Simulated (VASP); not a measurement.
# Sb2Te4O (I4/mmm) in VASP: single point with r2SCAN

Aim: the single point of Sb2Te4O with r2SCAN.

All numbers are computed with VASP 6.6.1; they aren't measurements. Logs are shortened: lines on timing, memory, paths and dates and some standing lists are left out, and cuts for length are marked.

**1. The structure**

It takes space group I4/mmm (No. 139, tetragonal). Conventional cell: a = 4.574 Å, b = 4.574 Å, c = 21.805 Å, α = 90.00°, β = 90.00°, γ = 90.00°. Sb (site symmetry mmm) has 2 O at 2.29 Å as nearest neighbours. Around Te (site symmetry -4m2) lie 4 Te at 3.23 Å. Te (site symmetry 4mm) has 4 Sb at 3.14 Å as nearest neighbours. O (site symmetry 4/mmm) is surrounded by 4 Sb at 2.29 Å.

The cell was built by a generator and needn't be a form met in nature.

**2. Single point, r2SCAN**

The input, INCAR:

```
ALGO     = Normal         # electronic algorithm
EDIFF    = 1E-6           # SCF threshold, eV
ENCUT    = 520            # plane-wave cutoff, eV
ISIF     = 2              # what is computed and relaxed
ISMEAR   = 0              # smearing method
KPAR     = 8            
LASPH    = T              # aspherical terms in the spheres
LCHARG   = F              # write CHGCAR
LMIXTAU  = T            
LREAL    = F              # projectors in reciprocal space
LWAVE    = F              # write WAVECAR
METAGGA  = R2SCAN         # meta-GGA
NELM     = 150            # most SCF steps
PREC     = Accurate       # precision mode
SIGMA    = 0.1            # smearing width, eV
```

The input, KPOINTS:

```
k-points
0
Gamma
  10 10 10
```

The input, POSCAR:

```
Sb2Te4O
1.0
   -2.2869700000      2.2869700000     10.9026900000
    2.2869700000     -2.2869700000     10.9026900000
    2.2869700000      2.2869700000    -10.9026900000
Sb Te O
2 4 1
Direct
    0.5000000000      0.0000000000      0.5000000000
    0.0000000000      0.5000000000      0.5000000000
    0.2500000000      0.7500000000      0.5000000000
    0.7500000000      0.2500000000      0.5000000000
    0.4012280000      0.4012280000      0.0000000000
    0.5987720000      0.5987720000      0.0000000000
    0.0000000000      0.0000000000      0.0000000000
```

Potentials or basis: VASP PAW PBE potentials, release 64 (Sb, Te, O).

Run with:

```sh
$ cat potpaw_PBE.64/Sb/POTCAR potpaw_PBE.64/Te/POTCAR potpaw_PBE.64/O/POTCAR > POTCAR
$ mpirun -np 8 vasp_std > vasp.out
```

OUTCAR:

```text
EDIFF = 1E-6
   ENCUT = 520
   ISIF = 2
   ISMEAR = 0
   LASPH = T
   LREAL = F
   METAGGA = R2SCAN
   NELM = 150
   PREC = Accurate

 ion  position               nearest neighbor table
   1  0.500  0.000  0.500-   7 2.29   7 2.29   6 3.14   6 3.14   5 3.14   5 3.14   2 3.23   2 3.23
                             2 3.23   2 3.23
   2  0.000  0.500  0.500-   7 2.29   7 2.29   6 3.14   6 3.14   5 3.14   5 3.14   1 3.23   1 3.23
                             1 3.23   1 3.23
   3  0.250  0.750  0.500-   4 3.23   4 3.23   4 3.23   4 3.23
   4  0.750  0.250  0.500-   3 3.23   3 3.23   3 3.23   3 3.23
   5  0.401  0.401  0.000-   2 3.14   1 3.14   1 3.14   2 3.14
   6  0.599  0.599  0.000-   1 3.14   2 3.14   1 3.14   2 3.14
   7  0.000  0.000  0.000-   1 2.29   2 2.29   2 2.29   1 2.29

  LATTYP: Found a body centered tetragonal cell.
 ALAT       =     4.5739400000
 C/A-ratio  =     4.7673078353

  Lattice vectors:

 A1 = (  -2.2869700000,   2.2869700000,  10.9026900000)
 A2 = (   2.2869700000,  -2.2869700000,  10.9026900000)
 A3 = (   2.2869700000,   2.2869700000, -10.9026900000)

Analysis of symmetry for initial positions (statically):
=====================================================================
 Subroutine PRICEL returns:
 Original cell was already a primitive cell.

 Routine SETGRP: Setting up the symmetry group for a
 body centered tetragonal supercell.

 Subroutine GETGRP returns: Found 16 space group operations
 (whereof 16 operations were pure point group operations)
 out of a pool of 16 trial point group operations.

The static configuration has the point symmetry D_4h.

Analysis of symmetry for dynamics (positions and initial velocities):
=====================================================================
 Subroutine PRICEL returns:
 Original cell was already a primitive cell.

 Routine SETGRP: Setting up the symmetry group for a
 body centered tetragonal supercell.

 Subroutine GETGRP returns: Found 16 space group operations
 (whereof 16 operations were pure point group operations)
 out of a pool of 16 trial point group operations.

The dynamic configuration has the point symmetry D_4h.

 Subroutine INISYM returns: Found 16 space group operations
 (whereof 16 operations are pure point group operations),
 and found     1 'primitive' translations

----------------------------------------------------------------------------------------

                                     Primitive cell

  volume of cell :     228.0944

  direct lattice vectors                    reciprocal lattice vectors
    -2.286970000  2.286970000 10.902690000     0.000000000  0.218629890  0.045860242
     2.286970000 -2.286970000 10.902690000     0.218629890  0.000000000  0.045860242
     2.286970000  2.286970000-10.902690000     0.218629890  0.218629890  0.000000000

  length of vectors
    11.372295846 11.372295846 11.372295846     0.223387982  0.223387982  0.309189356

  position of ions in fractional coordinates (direct lattice)
     0.500000000  0.000000000  0.500000000
     0.000000000  0.500000000  0.500000000
     0.250000000  0.750000000  0.500000000
     0.750000000  0.250000000  0.500000000
     0.401228000  0.401228000  0.000000000
     0.598772000  0.598772000  0.000000000
     0.000000000  0.000000000  0.000000000

  ion indices of the primitive-cell ions
   primitive index   ion index
                 1           1
                 2           2
                 3           3
                 4           4
                 5           5
                 6           6
                 7           7

----------------------------------------------------------------------------------------

 KPOINTS: k-points

Automatic generation of k-mesh.
 Grid dimensions read from file:
 generate k-points for:   10   10   10

 Generating k-lattice:

  Cartesian coordinates                     Fractional coordinates (reciprocal lattice)
     0.000000000  0.021862989  0.004586024     0.100000000 -0.000000000  0.000000000
     0.021862989  0.000000000  0.004586024    -0.000000000  0.100000000  0.000000000
     0.021862989  0.021862989  0.000000000     0.000000000  0.000000000  0.100000000

  Length of vectors
     0.022338798  0.022338798  0.030918936

  Shift w.r.t. Gamma in fractional coordinates (k-lattice)
     0.000000000  0.000000000  0.000000000

 Subroutine IBZKPT returns following result:
 ===========================================

 Found    102 irreducible k-points:

 Following reciprocal coordinates:
            Coordinates               Weight
  0.000000  0.000000  0.000000      1.000000
  0.100000  0.000000 -0.000000      8.000000
  0.200000  0.000000 -0.000000      8.000000
  0.300000 -0.000000  0.000000      8.000000
  0.400000  0.000000  0.000000      8.000000
  0.500000  0.000000 -0.000000      4.000000
[... 16 lines left out ...]
  0.300000  0.300000  0.000000      8.000000
  0.400000  0.300000  0.000000     16.000000
 [... further k-points ...]
   k-points           NKPTS =    102   k-points in BZ     NKDIM =    102   number of bands    NBANDS=     24
   number of dos      NEDOS =    301   number of ions     NIONS =      7
   total plane-waves  NPLWV = 729000
   dimension x,y,z NGX =    90 NGY =   90 NGZ =   90
   dimension x,y,z NGXF=   180 NGYF=  180 NGZF=  180
   ions per type =               2   4   1
   NGX,Y,Z   is equivalent  to a cutoff of  13.16, 13.16, 13.16 a.u.
   NGXF,Y,Z  is equivalent  to a cutoff of  26.31, 26.31, 26.31 a.u.
 SYSTEM =  unknown system
   PREC   = accura    normal or accurate (medium, high low for compatibility)
   ISTART =      0    job   : 0-new  1-cont  2-samecut
   ICHARG =      2    charge: 1-file 2-atom 10-const
   ISPIN  =      1    spin polarized calculation?
   LNONCOLLINEAR =      F non collinear calculations
   LSORBIT =      F    spin-orbit coupling
   LASPH  =      T    aspherical Exc in radial PAW
   ENCUT  =  520.0 eV  38.22 Ry    6.18 a.u.  21.14 21.14 21.14*2*pi/ulx,y,z
   NELM   =    150;   NELMIN=  2; NELMDL= -5     # of ELM steps
   EDIFF  = 0.1E-05   stopping-criterion for ELM
   LREAL  =      F    real-space projection
   EDIFFG = 0.1E-04   stopping-criterion for IOM
   NSW    =      0    number of steps for IOM
   IBRION =     -1    ionic relax: 0-MD 1-quasi-New 2-CG
   NFREE  =      0    steps in history (QN), initial steepest desc. (CG)
   ISIF   =      2    stress and relaxation
   ISYM   =      2    0-nonsym 1-usesym 2-fastsym
   POTIM  = 0.5000    time-step for ionic-motion
   TEBEG  =    0.0;   TEEND  =   0.0 temperature during run
   PSTRESS=    0.0 pullay stress
   NELECT =      40.0000    total number of electrons
   NUPDOWN=      -1.0000    fix difference up-down
   EMIN   =  10.00;   EMAX   =-10.00  energy-range for DOS
   EFERMI =   0.00;   METHOD = LEGACY
   ISMEAR =     0;   SIGMA  =   0.10  broadening in eV -4-tet -1-fermi 0-gaus
   EFERMI_NEDOS =   21; number of points for ismear=-14 and -15
   IALGO  =     38    algorithm
   IMIX   =      4    mixing-type and parameters
     AMIX     =   0.40;   BMIX     =  1.00
     AMIX_MAG =   1.60;   BMIX_MAG =  1.00
  volume/ion in A,a.u.               =      32.58       219.89
  Fermi-wavevector in a.u.,A,eV,Ry     =   0.916340  1.731631 11.424526  0.839679
  Thomas-Fermi vector in A             =   2.041184
   LORBIT       =      0    0 simple, 1 ext, 2 COOP (PROOUT), +10 PAW based schemes
   METAGGA = R2SCAN    functional components
   LHFCALC =     F    Hartree Fock is set to
   AEXX    =    0.0000 exact exchange contribution
   IVDW    =     0    specifies the selected vdW correction
   LEPSILON=     F    determine dielectric tensor
   LRPA    =     F    only Hartree local field effects (RPA)
 non-spin polarized calculation
 Gauss-broadening in eV      SIGMA  =   0.10
  energy-cutoff  :      520.00
  volume of cell :      228.09
 maximum number of plane-waves:      6174
 NGX is ok and might be reduce to    90
   NGX = 43   NGY = 43   NGZ = 43

 number of electron      39.9999998 magnetization

 Free energy of the ion-electron system (eV)
  ---------------------------------------------------
  ext. energy  EPLUGINS =         0.00000000
  ---------------------------------------------------
  free energy    TOTEN  =      -159.26477943 eV

  energy without entropy =     -159.24532636  energy(sigma->0) =     -159.25505290

 E-fermi :   4.5615     XC(G=0):  -9.0634

 val. band max:        4.5575200998   @ k =   0.5000   0.3000   0.0000
 cond. band min:       4.5733235086   @ k =   0.2000   0.2000   0.2000
 fundamental gap:      0.0158034088
 Fermi energy:         4.5614614313

 k-point     1 :       0.0000    0.0000    0.0000
  band No.  band energies     occupation
      1     -15.7615      2.00000
      2      -8.1772      2.00000
      3      -7.7913      2.00000
      4      -6.8615      2.00000
      5      -4.2282      2.00000
      6      -3.6654      2.00000
[... 16 lines left out ...]
     23       6.2716      0.00000
     24       7.0865      0.00000

 k-point     2 :       0.1000    0.0000   -0.0000
  band No.  band energies     occupation
      1     -15.7548      2.00000
      2      -8.1563      2.00000
      3      -7.7565      2.00000
      4      -6.8325      2.00000
      5      -4.3804      2.00000
      6      -3.8644      2.00000
[... 16 lines left out ...]
     23       6.2640      0.00000
     24       6.7652      0.00000

 k-point     3 :       0.2000    0.0000   -0.0000
  band No.  band energies     occupation
      1     -15.7370      2.00000
      2      -8.1236      2.00000
      3      -7.6287      2.00000
      4      -6.7539      2.00000
      5      -4.7826      2.00000
      6      -4.3963      2.00000
[... 16 lines left out ...]
     23       6.1102      0.00000
     24       6.3247      0.00000
[... 514 lines left out ...]
 k-point    23 :       0.3000    0.3000    0.0000
  band No.  band energies     occupation
      1     -15.6772      2.00000
      2      -7.7942      2.00000
      3      -6.9704      2.00000
      4      -6.4164      2.00000
      5      -5.7594      2.00000
      6      -5.6269      2.00000
[... 16 lines left out ...]
     23       6.6856      0.00000
     24       6.8213      0.00000

 k-point    24 :       0.4000    0.3000    0.0000
  band No.  band energies     occupation
      1     -15.6626      2.00000
      2      -7.6562      2.00000
      3      -6.6840      2.00000
      4      -6.3162      2.00000
      5      -5.9422      2.00000
      6      -5.8934      2.00000
[... 16 lines left out ...]
     23       6.6740      0.00000
     24       7.1393      0.00000

 [... further k-points ...]

------------------------ aborting loop because EDIFF is reached ----------------------------------------

  FORCE on cell =-STRESS in cart. coord.  units (eV):
  Direction    XX          YY          ZZ          XY          YZ          ZX
  --------------------------------------------------------------------------------------
  -------------------------------------------------------------------------------------
  Total       -1.7430986     -1.7430986     -0.3275934      0.0000000      0.0000000     -0.0000000
  in kB      -12.2438485    -12.2438485     -2.3010773      0.0000000      0.0000000     -0.0000000
  external PRESSURE =      -8.9295914 kB  Pullay stress =       0.0000000 kB

 VOLUME and BASIS-vectors are now :
 -----------------------------------------------------------------------------
  energy-cutoff  :      520.00
  volume of cell :      228.09
      direct lattice vectors                 reciprocal lattice vectors
    -2.286970000  2.286970000 10.902690000     0.000000000  0.218629890  0.045860242
     2.286970000 -2.286970000 10.902690000     0.218629890  0.000000000  0.045860242
     2.286970000  2.286970000-10.902690000     0.218629890  0.218629890  0.000000000

 POSITION                                       TOTAL-FORCE (eV/Angst)
 -----------------------------------------------------------------------------------
      0.00000      2.28697      0.00000         0.000000      0.000000      0.000000
      2.28697      0.00000      0.00000         0.000000      0.000000     -0.000000
      2.28697      0.00000      5.45134         0.000000      0.000000     -0.000000
      0.00000      2.28697      5.45134         0.000000      0.000000     -0.000000
      0.00000      0.00000      8.74893        -0.000000     -0.000000      0.168065
      0.00000      0.00000     13.05645        -0.000000     -0.000000     -0.168065
      0.00000      0.00000      0.00000         0.000000      0.000000      0.000000
 -----------------------------------------------------------------------------------
    total drift:                                0.000000     -0.000000      0.000000

  FREE ENERGIE OF THE ION-ELECTRON SYSTEM (eV)
  ---------------------------------------------------
  free  energy   TOTEN  =      -159.2647794342 eV

  energy  without entropy=     -159.2453263577  energy(sigma->0) =     -159.25505290
```

Wall time 69 min (8 MPI ranks of Intel Xeon Platinum 8488C (Sapphire Rapids), shared host); peak memory 2 GiB.

Results:

```
Free energy            : -159.2648 eV
Pressure               : -0.9 GPa
Largest force          : 0.168 eV/Å
Band gap on the k mesh : none (metal or under the smearing width)
```

Forces on the atoms (eV/Å):
```
Sb   0.000  0.000  0.000
Sb   0.000  0.000  0.000
Te   0.000  0.000  0.000
Te   0.000  0.000  0.000
Te   0.000  0.000  0.168
Te   0.000  0.000 -0.168
O    0.000  0.000  0.000
```

Levels at points of the mesh, in eV from the Fermi level:
```tsv
k point	band 16	band 17	band 18	band 19	band 20	band 21	band 22	band 23	band 24
(0.00, 0.00, 0.00)	-1.31	-1.31	-1.14	-0.68	0.06	0.43	1.71	1.71	2.53
(0.50, 0.00, 0.00)	-1.49	-1.30	-1.10	-0.97	-0.90	-0.86	-0.43	1.36	1.64
(0.50, 0.50, 0.00)	-1.50	-1.45	-1.11	-0.48	-0.33	0.39	2.06	2.58	3.08
(0.50, 0.50, 0.50)	-2.17	-1.40	-1.40	-0.05	0.12	0.58	1.85	1.85	2.34
```

Caveat: the PAW data sets were made with another functional, which shifts forces and pressure a little.
